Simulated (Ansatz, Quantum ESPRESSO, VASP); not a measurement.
**Code comparison for CsAu (P1, 2 atoms in the cell)**

Self-consistent single point, at a second geometry (atoms moved at random). First geometry:

```
CsAu
1.0
    4.18306     0.00000     0.00000
    0.00000     4.18306     0.00000
    0.00000     0.00000     4.18306
Cs Au
1 1
Direct
  0.00000   0.00000   0.00000
  0.50000   0.50000   0.50000
```

Second geometry:
```xyz
2
Lattice="4.1831 0.0000 0.0000 0.0000 4.1831 0.0000 0.0000 0.0000 4.1831" Properties=species:S:1:pos:R:3 pbc="T T T"
Cs    -0.0324    -0.0012     0.0317
Au     2.1240     2.0927     2.0598
```

Shared settings, as Ansatz (a program for electronic structure) writes them: kpoints.mp_grid.grid = 6 6 6; scf.occupations.method = fermi_dirac; scf.occupations.width = 0.0037 Ry. Potentials and cutoffs stand in the table.

```csv
code,model,ΔF from the first geometry (meV/atom),pressure (GPa),largest force (eV/Å),gap on the mesh (eV),cutoff
Quantum ESPRESSO,"PBEsol, PseudoDojo standard norm-conserving (PBESOL) pseudopotentials",1.9,-0.22,0.086,0.840,80 Ry
VASP,"PBEsol, VASP's PBE PAW potentials (set 64)",2.0,-0.30,0.090,0.810,300 eV
Ansatz,"PBEsol, default PAW files made with PBE",2.0,-0.18,0.087,0.830,30.9 Ry
```

Gaps are read on the mesh.

On Ansatz's run: spin-orbit coupling is off.

The spread over the programs that give each value: ΔF from the first geometry within 0.1 meV/atom; pressure within 0.12 GPa; largest force within 0.004 eV/Å; gap on the mesh within 0.030 eV.

Ansatz's pressure is given at a fixed set of plane waves, as the other plane-wave codes print theirs.

VASP's run is marked for a possible Pulay error in its stress at this cutoff; no cutoff test was made.

The starting cell comes from a database of computed structures (which also holds hypothetical and non-ambient phases and stackings), without a prior relaxation at this level. Its lattice was rescaled by a random factor within 2.5 % of one. For this run, on top of that: atoms moved at random.

Left out of this page: GPAW (unsound by tests on forces, stress, charge or solver warnings); CP2K, Elk and SIESTA (not drawn, or without a comparable value); FLEUR (with a known weakness of the program).

Keys are those of Ansatz 0.2.
